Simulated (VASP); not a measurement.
Hg3Se2S: single point with LDA

Hg3Se2S:

```
Hg S Se
1.0
     3.85763    0.00487   -0.00087
    -1.92460    3.34324    0.00087
    -0.00204    0.00118    9.32384
Hg S Se
3 1 2
Direct
  0.67612 0.67612 0.00000
  0.33011 0.99991 0.65848
  0.99991 0.33011 0.34152
  0.58357 0.58357 0.50000
  0.40451 0.00578 0.17056
  0.00578 0.40451 0.82944
```

The cell was built by a generator and needn't be a form met in nature.

```
Program                : VASP 6.6.1
Task                   : single point
Functional             : LDA
Potentials or basis    : VASP PAW LDA potentials, release 64 (Hg, S, Se)
Cutoff                 : 520 eV
k mesh                 : 9 × 9 × 4
Occupations            : gaussian, width 0.03 eV
Spin                   : no spin polarisation
Dipole correction      : no
Further INCAR settings : ALGO = Fast; EDIFF = 1e-06; NBANDS = 36
```

```yaml
Pressure: 9.6 GPa
Largest_force: 0.080 eV/Å
Band_gap_on_the_k_mesh: none (metal or under the smearing width)
```

Forces on the atoms (eV/Å):
```
Hg   0.001  0.001  0.000
Hg   0.001 -0.001 -0.003
Hg  -0.001  0.000  0.003
S    0.040  0.069  0.000
Se  -0.072 -0.004 -0.001
Se   0.032 -0.065  0.001
```

Stress tensor (GPa, compression positive):
```
9.60 0.00 0.01
0.00 9.60 0.00
0.01 0.00 9.68
```

Levels at points of the mesh, in eV from the Fermi level:
| k point | band 24 | band 25 | band 26 | band 27 | band 28 | band 29 | band 30 | band 31 |
| --- | --- | --- | --- | --- | --- | --- | --- | --- |
| (0.00, 0.00, 0.00) | -1.11 | -0.78 | -0.21 | -0.20 | 0.36 | 2.55 | 2.74 | 5.12 |
| (0.00, 0.00, 0.50) | -1.22 | -0.61 | 0.10 | 0.18 | 1.48 | 1.56 | 2.35 | 4.96 |

Run time: 6.3 min on 1 thread of Intel(R) Xeon(R) Platinum 8259CL CPU @ 2.50GHz (Skylake/Cascade Lake), with other jobs on the host, peak memory 0.46 GiB.

Spin-orbit coupling is left out, which matters for the levels of Hg.
